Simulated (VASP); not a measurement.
# Be16B in VASP: a series of runs

Runs on Be16B. Level: PBE. Tasks: single point.

Program: VASP 6.6.1. These are calculated values, not measurements. Logs are shortened: lines on timing, memory, paths and dates and some standing lists are left out, and cuts for length are marked.

## (1) The structure

The cell holds a slab with vacuum, 17 atoms: a = 4.580 Å, b = 4.580 Å, c = 17.383 Å, α = 90.00°, β = 90.00°, γ = 60.00°.

The cell was built by a generator and needn't be a form met in nature.

## (2) Single point, PBE

File INCAR:

```
ALGO = Fast
EDIFF = 1E-7
ENCUT = 520
GGA = PE
ISIF = 2
ISMEAR = -1
LASPH = T
LCHARG = F
LREAL = Auto
LWAVE = F
NBANDS = 32
NELM = 100
PREC = Accurate
SIGMA = 0.15
```

File KPOINTS:

```
k-points
0
Gamma
  4 4 1
```

File POSCAR:

```
Be16B
1.0
    4.5800000000      0.0000000000      0.0000000000
    2.2900000000      3.9663960000      0.0000000000
    0.0000000000      0.0000000000     17.3826450000
Be B
16 1
Direct
   -0.1666666667      0.3333333333      0.0575285867
    0.3333333333      0.3333333333      0.0575285867
   -0.1666666667      0.8333333333      0.0575285867
    0.3333333333      0.8333333333      0.0575285867
   -0.0002084979     -0.0033607335      0.1614274467
    0.5011723934     -0.0016478435      0.1611364093
    0.0003276842      0.5005075136      0.1607938263
    0.4998559140      0.4981108795      0.1603772038
   -0.1532855870      0.3262755408      0.2638848115
    0.3312869587      0.3269396197      0.2627701941
   -0.1778595840      0.8337099977      0.2667715414
    0.3302485169      0.8275444509      0.2637575582
   -0.0220242805      0.0136022727      0.3694688006
    0.4669677514     -0.0222612669      0.3814885479
    0.0095046947      0.5133897372      0.3747925014
    0.5414656648      0.4652210722      0.3578029696
    0.2666080315      0.6897778235      0.4309087023
```

Potentials or basis: VASP PAW PBE potentials, release 64 (Be, B).

On the command line:

```bash
$ cat potpaw_PBE.64/Be/POTCAR potpaw_PBE.64/B/POTCAR > POTCAR
$ mpirun -np 1 vasp_std > vasp.out
```

OUTCAR:

```text
EDIFF = 1E-7
   ENCUT = 520
   GGA = PE
   ISIF = 2
   ISMEAR = -1
   LASPH = T
   LREAL = Auto
   NELM = 100
   PREC = Accurate

 ion  position               nearest neighbor table
   1  0.833  0.333  0.058-   8 2.22   7 2.23   5 2.25   3 2.29   3 2.29   4 2.29   4 2.29   2 2.29
                             2 2.29
   2  0.333  0.333  0.058-   8 2.22   7 2.23   6 2.24   4 2.29   3 2.29   4 2.29   3 2.29   1 2.29
                             1 2.29
   3  0.833  0.833  0.058-   7 2.23   5 2.23   6 2.23   1 2.29   1 2.29   2 2.29   2 2.29   4 2.29
                             4 2.29
   4  0.333  0.833  0.058-   8 2.23   6 2.23   5 2.24   2 2.29   1 2.29   2 2.29   1 2.29   3 2.29
                             3 2.29
   5  1.000  0.997  0.161-  12 2.21   9 2.21   3 2.23   4 2.24   1 2.25   7 2.27  11 2.28   6 2.28
                             8 2.29   8 2.29   6 2.30   7 2.31
   6  0.501  0.998  0.161-  10 2.20   3 2.23   4 2.23  11 2.23   2 2.24  12 2.24   5 2.28   7 2.28
                             8 2.29   8 2.29   7 2.30   5 2.30
   7  0.000  0.501  0.161-  10 2.21   9 2.21   3 2.23   2 2.23   1 2.23  11 2.27   5 2.27   8 2.28
                             6 2.28   6 2.30   8 2.30   5 2.31
   8  0.500  0.498  0.160-   2 2.22  12 2.22   1 2.22   4 2.23  10 2.23   9 2.26   7 2.28   6 2.29
                             5 2.29   5 2.29   6 2.29   7 2.30
   9  0.847  0.326  0.264-  16 2.03   5 2.21   7 2.21  13 2.22  10 2.22  12 2.25   8 2.26  11 2.27
                            11 2.31  12 2.33  10 2.36  15 2.38
  10  0.331  0.327  0.263-  16 2.16   6 2.20   7 2.21   9 2.22   8 2.23  11 2.25  12 2.29  12 2.29
                            11 2.33  15 2.33   9 2.36
  11  0.822  0.834  0.267-  13 2.23   6 2.23  10 2.25  12 2.27   7 2.27   9 2.27  15 2.27   5 2.28
                            12 2.31   9 2.31  10 2.33
  12  0.330  0.828  0.264-  16 2.18   5 2.21   8 2.22   6 2.24   9 2.25  11 2.27  10 2.29  10 2.29
                            13 2.31  11 2.31   9 2.33  14 2.34
  13  0.978  0.014  0.369-  17 1.77  16 2.04  14 2.17   9 2.22  15 2.22  11 2.23  12 2.31  15 2.37

  14  0.467  0.978  0.381-  17 2.13  13 2.17  16 2.23  15 2.30  15 2.33  12 2.34
  15  0.010  0.513  0.375-  17 1.99  13 2.22  11 2.27  16 2.28  14 2.30  14 2.33  10 2.33  16 2.35
                            13 2.37   9 2.38
  16  0.541  0.465  0.358-  17 1.72   9 2.03  13 2.04  10 2.16  12 2.18  14 2.23  15 2.28  15 2.35

  17  0.267  0.690  0.431-  16 1.72  13 1.77  15 1.99  14 2.13

  LATTYP: Found a hexagonal cell.
 ALAT       =     4.5799996975
 C/A-ratio  =     3.7953375869

  Lattice vectors:

 A1 = (  -2.2900000000,  -3.9663960000,   0.0000000000)
 A2 = (   4.5800000000,   0.0000000000,   0.0000000000)
 A3 = (   0.0000000000,   0.0000000000,  17.3826450000)

Analysis of symmetry for initial positions (statically):
=====================================================================
 Subroutine PRICEL returns:
 Original cell was already a primitive cell.

 Routine SETGRP: Setting up the symmetry group for a
 hexagonal supercell.

 Subroutine GETGRP returns: Found  1 space group operations
 (whereof  1 operations were pure point group operations)
 out of a pool of 24 trial point group operations.

The static configuration has the point symmetry C_1 .

Analysis of symmetry for dynamics (positions and initial velocities):
=====================================================================
 Subroutine PRICEL returns:
 Original cell was already a primitive cell.

 Routine SETGRP: Setting up the symmetry group for a
 hexagonal supercell.

 Subroutine GETGRP returns: Found  1 space group operations
 (whereof  1 operations were pure point group operations)
 out of a pool of 24 trial point group operations.

The dynamic configuration has the point symmetry C_1 .

 Subroutine INISYM returns: Found  1 space group operations
 (whereof  1 operations are pure point group operations),
 and found     1 'primitive' translations

----------------------------------------------------------------------------------------

                                     Primitive cell

  volume of cell :     315.7748

  direct lattice vectors                    reciprocal lattice vectors
     4.580000000  0.000000000  0.000000000     0.218340611 -0.126059022  0.000000000
     2.290000000  3.966396000  0.000000000     0.000000000  0.252118044  0.000000000
[... 48 lines left out ...]
Automatic generation of k-mesh.
 Grid dimensions read from file:
 generate k-points for:    4    4    1

 Generating k-lattice:

  Cartesian coordinates                     Fractional coordinates (reciprocal lattice)
     0.054585153 -0.031514755  0.000000000     0.250000000  0.000000000  0.000000000
     0.000000000  0.063029511  0.000000000     0.000000000  0.250000000  0.000000000
     0.000000000  0.000000000  0.057528644     0.000000000  0.000000000  1.000000000

  Length of vectors
     0.063029507  0.063029511  0.057528644

  Shift w.r.t. Gamma in fractional coordinates (k-lattice)
     0.000000000  0.000000000  0.000000000

 Subroutine IBZKPT returns following result:
 ===========================================

 Found     10 irreducible k-points:

 Following reciprocal coordinates:
            Coordinates               Weight
  0.000000  0.000000  0.000000      1.000000
  0.250000  0.000000  0.000000      2.000000
  0.250000  0.250000  0.000000      2.000000
  0.000000  0.250000  0.000000      2.000000
  0.500000  0.000000  0.000000      1.000000
  0.500000  0.500000  0.000000      1.000000
  0.000000  0.500000  0.000000      1.000000
  0.500000  0.250000  0.000000      2.000000
  0.250000  0.500000  0.000000      2.000000
 -0.250000  0.250000  0.000000      2.000000
   k-points           NKPTS =     10   k-points in BZ     NKDIM =     10   number of bands    NBANDS=     32
   number of dos      NEDOS =    301   number of ions     NIONS =     17
   total plane-waves  NPLWV = 181440
   dimension x,y,z NGX =    36 NGY =   36 NGZ =  140
   dimension x,y,z NGXF=    72 NGYF=   72 NGZF=  280
   ions per type =              16   1
   NGX,Y,Z   is equivalent  to a cutoff of  13.07, 13.07, 13.39 a.u.
   NGXF,Y,Z  is equivalent  to a cutoff of  26.13, 26.13, 26.78 a.u.
 SYSTEM =  unknown system
   PREC   = accura    normal or accurate (medium, high low for compatibility)
   ISTART =      0    job   : 0-new  1-cont  2-samecut
   ICHARG =      2    charge: 1-file 2-atom 10-const
   ISPIN  =      1    spin polarized calculation?
   LNONCOLLINEAR =      F non collinear calculations
   LSORBIT =      F    spin-orbit coupling
   LASPH  =      T    aspherical Exc in radial PAW
   ENCUT  =  520.0 eV  38.22 Ry    6.18 a.u.   8.52  8.52 32.32*2*pi/ulx,y,z
   NELM   =    100;   NELMIN=  2; NELMDL= -5     # of ELM steps
   EDIFF  = 0.1E-06   stopping-criterion for ELM
   LREAL  =      T    real-space projection
   EDIFFG = 0.1E-05   stopping-criterion for IOM
   NSW    =      0    number of steps for IOM
   IBRION =     -1    ionic relax: 0-MD 1-quasi-New 2-CG
   NFREE  =      0    steps in history (QN), initial steepest desc. (CG)
   ISIF   =      2    stress and relaxation
   ISYM   =      2    0-nonsym 1-usesym 2-fastsym
   POTIM  = 0.5000    time-step for ionic-motion
   TEBEG  =    0.0;   TEEND  =   0.0 temperature during run
   PSTRESS=    0.0 pullay stress
   NELECT =      35.0000    total number of electrons
   NUPDOWN=      -1.0000    fix difference up-down
   EMIN   =  10.00;   EMAX   =-10.00  energy-range for DOS
   EFERMI =   0.00;   METHOD = LEGACY
   ISMEAR =    -1;   SIGMA  =   0.15  broadening in eV -4-tet -1-fermi 0-gaus
   EFERMI_NEDOS =   21; number of points for ismear=-14 and -15
   IALGO  =     68    algorithm
   IMIX   =      4    mixing-type and parameters
     AMIX     =   0.40;   BMIX     =  1.00
     AMIX_MAG =   1.60;   BMIX_MAG =  1.00
  volume/ion in A,a.u.               =      18.57       125.35
  Fermi-wavevector in a.u.,A,eV,Ry     =   0.786391  1.486063  8.413984  0.618410
  Thomas-Fermi vector in A             =   1.890920
   LORBIT       =      0    0 simple, 1 ext, 2 COOP (PROOUT), +10 PAW based schemes
   GGA     = PE    functional components
   LHFCALC =     F    Hartree Fock is set to
   AEXX    =    0.0000 exact exchange contribution
   IVDW    =     0    specifies the selected vdW correction
   LEPSILON=     F    determine dielectric tensor
   LRPA    =     F    only Hartree local field effects (RPA)
 non-spin polarized calculation
 RMM-DIIS sequential band-by-band and
  energy-cutoff  :      520.00
  volume of cell :      315.77
 maximum number of plane-waves:      8615
 NGX is ok and might be reduce to    36
   NGX = 17   NGY = 17   NGZ = 65

 number of electron      35.0000000 magnetization

 Free energy of the ion-electron system (eV)
  ---------------------------------------------------
  ext. energy  EPLUGINS =         0.00000000
  ---------------------------------------------------
  free energy    TOTEN  =       -60.69911256 eV

  energy without entropy =      -60.47990680  energy(sigma->0) =      -60.58950968

 E-fermi :   0.0370     XC(G=0):  -5.7598

 val. band max:       -0.1400021496   @ k =   0.2500   0.2500   0.0000
 cond. band min:       0.1054037523   @ k =  -0.2500   0.2500   0.0000
 fundamental gap:      0.2454059019
 Fermi energy:         0.0370147686

 k-point     1 :       0.0000    0.0000    0.0000
  band No.  band energies     occupation
      1     -10.4698      2.00000
      2      -9.3339      2.00000
      3      -7.6591      2.00000
      4      -5.7228      2.00000
      5      -4.2313      2.00000
      6      -4.1310      2.00000
[... 309 lines left out ...]
     28       4.9440      0.00000
     29       5.5555      0.00000
 [bands above 29 left out]

------------------------ aborting loop because EDIFF is reached ----------------------------------------

  FORCE on cell =-STRESS in cart. coord.  units (eV):
  Direction    XX          YY          ZZ          XY          YZ          ZX
  --------------------------------------------------------------------------------------
  -------------------------------------------------------------------------------------
  Total       -8.2460455     -5.1223747     -0.2728835     -5.0997742      1.1012603      0.7238550
  in kB      -41.8387692    -25.9898945     -1.3845559    -25.8752242      5.5875724      3.6726938
  external PRESSURE =     -23.0710732 kB  Pullay stress =       0.0000000 kB

 VOLUME and BASIS-vectors are now :
 -----------------------------------------------------------------------------
  energy-cutoff  :      520.00
  volume of cell :      315.77
      direct lattice vectors                 reciprocal lattice vectors
     4.580000000  0.000000000  0.000000000     0.218340611 -0.126059022  0.000000000
     2.290000000  3.966396000  0.000000000     0.000000000  0.252118044  0.000000000
     0.000000000  0.000000000 17.382645000     0.000000000  0.000000000  0.057528644

 POSITION                                       TOTAL-FORCE (eV/Angst)
 -----------------------------------------------------------------------------------
      4.58000      1.32213      1.00000         0.000954     -0.052421     -0.041195
      2.29000      1.32213      1.00000        -0.028679     -0.051877     -0.006459
      5.72500      3.30533      1.00000        -0.008319      0.005688      0.041137
      3.43500      3.30533      1.00000        -0.020325      0.019722      0.026223
      6.86135      3.95307      2.80604        -0.004276     -0.005246      0.011273
      4.58160      3.95986      2.80098        -0.001085     -0.004991      0.005336
[... 9 lines left out ...]
      3.54527      1.84525      6.21956        -0.049753     -0.083040     -0.009903
      2.80066      2.73593      7.49033         0.231273      0.382059     -0.018192
 -----------------------------------------------------------------------------------
    total drift:                               -0.001156      0.000072     -0.001930

  FREE ENERGIE OF THE ION-ELECTRON SYSTEM (eV)
  ---------------------------------------------------
  free  energy   TOTEN  =       -60.6991125550 eV

  energy  without entropy=      -60.4799068016  energy(sigma->0) =      -60.58950968
```

Wall time 5.5 min (1 thread of Intel Xeon Platinum 8375C at 2.90GHz (Ice Lake), shared host); peak memory 0.45 GiB.

Results:

- Free energy: -60.6991 eV
- Largest force: 0.447 eV/Å
- Band gap on the k mesh: none (metal or under the smearing width)

Forces in eV/Å, atoms in the order of the input:
```
Be   0.001 -0.052 -0.041
Be  -0.029 -0.052 -0.006
Be  -0.008  0.006  0.041
Be  -0.020  0.020  0.026
Be  -0.004 -0.005  0.011
Be  -0.001 -0.005  0.005
Be  -0.002 -0.009 -0.001
Be  -0.001 -0.010  0.011
Be  -0.020  0.002  0.011
Be  -0.021 -0.041  0.001
Be  -0.010 -0.028 -0.007
Be  -0.024 -0.035  0.018
Be  -0.058  0.105 -0.077
Be  -0.098 -0.182 -0.012
Be   0.114 -0.012  0.047
Be  -0.050 -0.083 -0.010
B    0.231  0.382 -0.018
```

Caveat: the k mesh is coarse (spacing up to 0.40 Å⁻¹), so the values aren't converged.

(Continued in part 2 of 2.)
